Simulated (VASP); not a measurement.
Input:

```yaml
crystal:
  lattice:
    - [4.20003, 2.09783, 2.09783]
    - [2.09783, 4.20003, 2.09783]
    - [2.09783, 2.09783, 4.20003]
  atoms:
    - { symbol: Ni, position: [0.00000, 0.00000, 0.00000], spin: 1.3 }
    - { symbol: Ni, position: [0.50000, 0.50000, 0.50000], spin: -1.3 }
    - { symbol: O, position: [0.25000, 0.25000, 0.25000] }
    - { symbol: O, position: [0.75000, 0.75000, 0.75000] }
```

Level of theory: PBEsol GGA, VASP's PBE PAW potentials (set 64) (plane waves; VASP). Numerical set-up: 600 eV cut-off, 8×8×8 Γ-centred mesh, Gaussian smearing of 0.050 eV, potentials Ni O.

Problem. Give the stress tensor in GPa (positive for a compressed cell).

Solution. 
```
-11.77   -0.22   -0.22
 -0.22  -11.77   -0.22
 -0.22   -0.22  -11.77
```
The pressure is its mean diagonal, -11.77 GPa.

The compound is NiO in the rock salt, AFM-II order structure. This cell was strained or had an atom moved on purpose.
